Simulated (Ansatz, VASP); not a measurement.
**TaTiGe2TeP4Se (1T-TiSeTe under TaGe2P4, AC): VASP beside Ansatz**

One calculation is typed for both programs; each brings its own data sets. How far apart do they land? The structure shown is the start of the Ansatz relaxation below; VASP solves that cell, so the two are compared at the walk's first step.

Main program and level: Ansatz 0.2.0; plane waves, with VASP 6.6.1 beside it; single point at PBEsol with D3(BJ).

### Step 1. The starting structure

The cell holds 10 atoms: 1 Te, 1 Ti, 1 Se, 4 P, 2 Ge and 1 Ta. Cell: a = 3.612 Å, b = 3.613 Å, c = 62.379 Å, α = 90.0°, β = 90.0°, γ = 120.0°. Vacuum lies along c.

Coordinates:

```cif
data_structure
_symmetry_space_group_name_H-M 'P 1'
_symmetry_Int_Tables_number 1
_cell_length_a 3.6125
_cell_length_b 3.6125
_cell_length_c 62.3794
_cell_angle_alpha 90.000
_cell_angle_beta 90.000
_cell_angle_gamma 120.000
_cell_volume 705.00
loop_
_atom_site_label
_atom_site_type_symbol
_atom_site_fract_x
_atom_site_fract_y
_atom_site_fract_z
_atom_site_occupancy
Te1 Te 0.66667 0.33333 0.37432 1
Ti2 Ti 0.00000 0.00000 0.40489 1
Se3 Se 0.33333 0.66667 0.43098 1
P4 P 0.66667 0.33333 0.48147 1
P5 P 0.00000 0.00000 0.52882 1
P6 P 0.00000 0.00000 0.57833 1
P7 P 0.66667 0.33333 0.62568 1
Ge8 Ge 0.00000 0.00000 0.49355 1
Ge9 Ge 0.00000 0.00000 0.61360 1
Ta10 Ta 0.66667 0.33333 0.55358 1
```

### Step 2. Ansatz: relaxation, PBEsol with D3(BJ)

Ansatz runs on its default PAW (the set named soft_2) files.

The two programs are compared at the cell with which this relaxation starts, whose forces are those of its first step.

File input.yaml:

```yaml
crystal:
  lattice:
    - [3.6125, 0.0, 0.0]
    - [-1.80625, 3.1285167712, 0.0]
    - [0.0, 0.0, 62.3793623973]
  atoms:
    - { symbol: Te, position: [0.6666666667, 0.3333333333, 0.3743225179] }
    - { symbol: Ti, position: [0.0, 0.0, 0.4048946862] }
    - { symbol: Se, position: [0.3333333333, 0.6666666667, 0.4309760254] }
    - { symbol: P, position: [0.6666666667, 0.3333333333, 0.4814734957] }
    - { symbol: Ge, position: [0.0, 0.0, 0.4935539219] }
    - { symbol: P, position: [0.0, 0.0, 0.5288219964] }
    - { symbol: Ta, position: [0.6666666667, 0.3333333333, 0.5535754888], spin: 1.0 }
    - { symbol: P, position: [0.0, 0.0, 0.5783289813] }
    - { symbol: Ge, position: [0.0, 0.0, 0.6135970558] }
    - { symbol: P, position: [0.6666666667, 0.3333333333, 0.6256774821] }
  periodic: [true, true, false]
magnetization:
  spin_polarized: true
kpoints:
  mp_grid: { grid: [12, 12, 1] }
hamiltonian:
  xc: pbesol
  dispersion: d3bj
scf:
  occupations: { method: fermi_dirac, width: 0.05 }
  convergence: { dr2_threshold: 1.0e-09 }
relax:
  f_tol: 0.004
  max_steps: 90
  cell: {}
output:
  write_potential: true
  write_density: true
  volumetric_format: npy
```

Command:

```
$ ansatz run input.yaml --threads 4 --pin off --max-ram 12288MiB --backend cpu --events-out ev --progress --plain --runs-dir out
```

Numbers of over 12 decimals in the logs are rounded to 6 here.

The program printed:

```text
Warning: relax.cell: scf.convergence.dr2_threshold = 1e-9 eV is looser than the 1.51646198327e-10 eV advised for a relaxation that steers and ends on the stress (1e-10 eV for each atom of the cell: 10, times the square of relax.cell.stress_2d_tol = 0.05 N/m over 25.7 Å (the atoms' height at the walk's start and 5 Å past either face), 1.947e-2 GPa, over a crystal's default 0.05). What an SCF threshold leaves in a stress goes as its square root, and in the free energy as the threshold itself, and one threshold admits the most on a small cell: [figures from the program's tests cut] Set scf.convergence.dr2_threshold to 1.51646198327e-10 eV or tighter. [rest of the remark cut]
Engine: ansatz 0.2.0, x86_64-unknown-linux-gnu
Pseudopotentials: kind: paw
Pseudopotential: Te, paw, valence charge 16, recommended cutoff 420 eV (normal), Te.paw.azcp
Pseudopotential: Ti, paw, valence charge 12, recommended cutoff 420 eV (normal), Ti.paw.azcp
Pseudopotential: Se, paw, valence charge 16, recommended cutoff 420 eV (normal), Se.paw.azcp
Pseudopotential: P, paw, valence charge 5, recommended cutoff 420 eV (normal), P.paw.azcp
Pseudopotential: Ge, paw, valence charge 14, recommended cutoff 420 eV (normal), Ge.paw.azcp
Pseudopotential: Ta, paw, valence charge 13, recommended cutoff 420 eV (normal), Ta.paw.azcp
Functional definition: PBEsol
  exchange = pbesol_x
  correlation = pbesol_c
Crystal: 10 atoms, lattice volume = 704.997 Å³
Basis set: ecut = 420 eV, 13613 PW (Γ), exchange–correlation on 50×50×864 points (8 copies of the dense FFT grid, shifted against one another)
Bands: 64, of which v1, the nominal top of the filled ones, is band 53 counted from 1 (52 counted from 0)
Symmetry: 6 space group operations
Space group: P3m1 (ITA 156), of the structure as read, at distance tolerance 8.9e-5 Å
Magnetic group: BNS 156.49 (UNI 1279), of the structure as read, at distance tolerance 8.9e-5 Å
k-points: 19 of 144 (time reversal used)
Non-local potential: Te, projectors of the file, l = 0: 2, l = 1: 2, l = 2: 2, l = 3: 2
Non-local potential: Ti, projectors of the file, l = 0: 3, l = 1: 2, l = 2: 3, l = 3: 1
Non-local potential: Se, projectors of the file, l = 0: 2, l = 1: 2, l = 2: 3, l = 3: 1
Non-local potential: P, projectors of the file, l = 0: 2, l = 1: 2, l = 2: 2
Non-local potential: Ge, projectors of the file, l = 0: 2, l = 1: 2, l = 2: 3, l = 3: 1
Non-local potential: Ta, projectors of the file, l = 0: 3, l = 1: 2, l = 2: 2, l = 3: 1
PAW form: soft (Blöchl's): semilocal exchange-correlation on the pseudo side does not see the compensation charge
PAW frozen core: Te, regenerated for the run's functional, and the local potential with it (the file was generated under x = pbe(κ = 0.804, μ = 0.219515), c = pbe(β = 0.066725))
PAW frozen core: Ti, regenerated for the run's functional, and the local potential with it (the file was generated under x = pbe(κ = 0.804, μ = 0.219515), c = pbe(β = 0.066725))
PAW frozen core: Se, regenerated for the run's functional, and the local potential with it (the file was generated under x = pbe(κ = 0.804, μ = 0.219515), c = pbe(β = 0.066725))
PAW frozen core: P, regenerated for the run's functional, and the local potential with it (the file was generated under x = pbe(κ = 0.804, μ = 0.219515), c = pbe(β = 0.066725))
PAW frozen core: Ge, regenerated for the run's functional, and the local potential with it (the file was generated under x = pbe(κ = 0.804, μ = 0.219515), c = pbe(β = 0.066725))
PAW frozen core: Ta, regenerated for the run's functional, and the local potential with it (the file was generated under x = pbe(κ = 0.804, μ = 0.219515), c = pbe(β = 0.066725))
PAW one-centre angular grid: Te, 590 points (default); XC on 64 Gauss nodes
PAW one-centre angular grid: Ti, 590 points (default); XC on 64 Gauss nodes
PAW one-centre angular grid: Se, 590 points (default); XC on 64 Gauss nodes
PAW one-centre angular grid: P, 110 points (default); XC on 64 Gauss nodes
PAW one-centre angular grid: Ge, 590 points (default); XC on 64 Gauss nodes
PAW one-centre angular grid: Ta, 590 points (default); XC on 64 Gauss nodes
Starting moments: Σ|m| = 1 μB on 1 of 10 sites
Initial wavefunctions: pseudopotential atomic-orbital guess
Functional: x = pbesol(κ = 0.804, μ = 0.123457), c = pbesol(β = 0.046)
[...]
WARN: The output density's exchange-correlation potential varies sharply where the density is thin. Do not read a vacuum level from v_tot or v_xc, or from such a field of the output density. On a cell that repeats whose density bears no net charge and no dipole along the vacuum's axis use v_es (v_loc + v_h of the components); under efield.dipole_correction with no amplitude use v_es + v_field, which holds any externa [...]
SCF converged after 6 iterations
Magnetization: 0.0000 μB (52.5000 up, 52.5000 down)
Absolute magnetization: 0.0000 μB (∫|ρ↑−ρ↓|, with the PAW one-centre terms)
Spin contamination: 0.0000 ħ² per cell (⟨S²⟩ above its minimum at these occupations)
Per-site moments (μB) at R_I (Å): [(1.1361369962157418e-9, 1.136497), (-2.769688635532054e-8, 1.031040), (6.999967134559723e-9, 1.031040), (3.930425931607294e-9, 0.949669), (1.590028734312821e-8, 0.949669), (-7.099188338806454e-8, 0.949961), (6.352585026558137e-7, 1.025133), (-6.160663932667159e-8, 0.951752), (1.926250775559645e-8, 0.949949), (1.0052581382227152e-8, 0.949949)]
Free energy (F): -36080.829055 eV
Harris-Foulkes:  -36080.829055 eV  (|F-HF|=3.35e-10)
Internal energy: -36080.802184 eV  (E = F + TS)
E sigma→0 (E₀):  -36080.815619 eV
Entropy (-TS):   -0.026872 eV (-2.687 meV/atom)
Fermi energy:    -5.138963 eV
--- Per-component energies (eV) ---
  E_band       = -2777.144755
  E_kinetic    = 1449.395911
  E_local      = -909751.654737  (includes V_loc(G=0)·N_el)
  E_nonlocal   = 106.050528
  E_hartree    = 453716.339524
  E_xc         = -938.337905
  E_vxc        = -905.036301  (∫ρ·V_xc dr)
  E_paw        = -21924.543662  (= ΣΔE_a)
  E_vpaw       = -1108.580391  (= ΣTr[D̂ρ^β])
  E_aug_tail   = 0.000062  (compensation charges beyond the density's cutoff)
  E_ewald      = 441261.638589
  E_disp       = -3.447048  (pairwise vdW)
  E_core_change = 3.756553  (= ΣΔE_core)
  E_smearing   = -0.026872  (= −TS)
  E_closure    = 0.000000  (closes the sum)
  Σ components = -36080.829055   (vs F -36080.829055, Δ=0.00e0)
--- Forces (eV/Å), atoms counted from 1 ---
  atom   1  Te     0.00000000     0.00000000     0.00075956
  atom   2  Ti     0.00000000    -0.00000000    -0.00028221
  atom   3  Se     0.00000000    -0.00000000    -0.00008002
  atom   4  P      0.00000000    -0.00000000    -0.00016210
  atom   5  Ge     0.00000000     0.00000000     0.00184341
  atom   6  P      0.00000000    -0.00000000    -0.00323433
  atom   7  Ta     0.00000000    -0.00000000     0.00072275
  atom   8  P     -0.00000000    -0.00000000     0.00170863
  atom   9  Ge     0.00000000     0.00000000    -0.00039678
  atom  10  P      0.00000000    -0.00000000    -0.00087872
  max |Σ_I F_I| component: 1.79e-7 eV/Å
--- 2D stress c σ (N/m, compression-positive) ---
       -0.011587       0.000000      -0.000000
        0.000000      -0.011587       0.000000
       -0.000000       0.000000      -0.000000
  P = ½ c Tr σ = -0.0116 N/m
--- Band table (eV; the first three rows and the last of 38) ---
  k-point 0 ↑: bands = [... 49 lower, -5.4249, -4.7587, -4.5927, -4.5927, -3.8852, -3.8852, -3.7617, -2.4134, ... 7 higher]
  k-point 1 ↑: bands = [... 49 lower, -5.5741, -5.1055, -4.8372, -4.7226, -4.2993, -3.6863, -3.4385, -2.2626, ... 7 higher]
  k-point 2 ↑: bands = [... 49 lower, -5.9779, -5.7233, -5.2114, -4.8595, -4.5470, -3.5849, -3.4791, -2.6604, ... 7 higher]
  k-point 18 ↓: bands = [... 49 lower, -7.2815, -6.7366, -5.9739, -4.2744, -3.9068, -3.8299, -3.6950, -3.5378, ... 7 higher]
  the weakly bound empty levels are not read free of the cell's end (no_gap_told)
--- Relaxed structure (7 steps of the walk, 7 accepted, 1 SCFs on fresh bases) ---
  F+E_penalty+E_count = -36080.82905529 eV   max|allowed force component| = 3.234e-3 eV/Å   (the final SCF, on the basis selected at the relaxed cell)
  cell:  # Å, volume = 669.6350 Å³
    - [3.520735, 0, 0]
    - [-1.760367, 3.049046, 0]
    - [0, 0, 62.3793623973]
  atoms:
    - { symbol: Te, position: [0.666667, 0.333333, 0.381044] }
    - { symbol: Ti, position: [-2.220446049702677e-17, -7.401486830726667e-18, 0.410859] }
    - { symbol: Se, position: [0.333333, 0.666667, 0.434176] }
    - { symbol: P, position: [0.666667, 0.333333, 0.474094] }
    - { symbol: Ge, position: [-2.2204460497026772e-17, -7.401486830726673e-18, 0.491422] }
    - { symbol: P, position: [-2.2204460497026775e-17, -7.401486830726679e-18, 0.528340] }
    - { symbol: Ta, position: [0.666667, 0.333333, 0.551261] }
    - { symbol: P, position: [-2.2204460497026775e-17, -7.401486830726676e-18, 0.574233] }
    - { symbol: Ge, position: [-2.2204460497026772e-17, -7.401486830726673e-18, 0.611220] }
    - { symbol: P, position: [0.666667, 0.333333, 0.628572] }
```

[end of part 1 of 2]

[Lines on the potential files, build, host, timing and source positions are cut from VASP's logs without a mark.]

[Logs are printed without paths, hosts, clocks, repeated set-up lines and the standing remarks that a program may print on its own settings, such as how far it seeks lower states.]

[Hosts, paths, dates, database ids (printed as entryN), source tags and the programs' standing remarks are cut or masked in the printed files.]
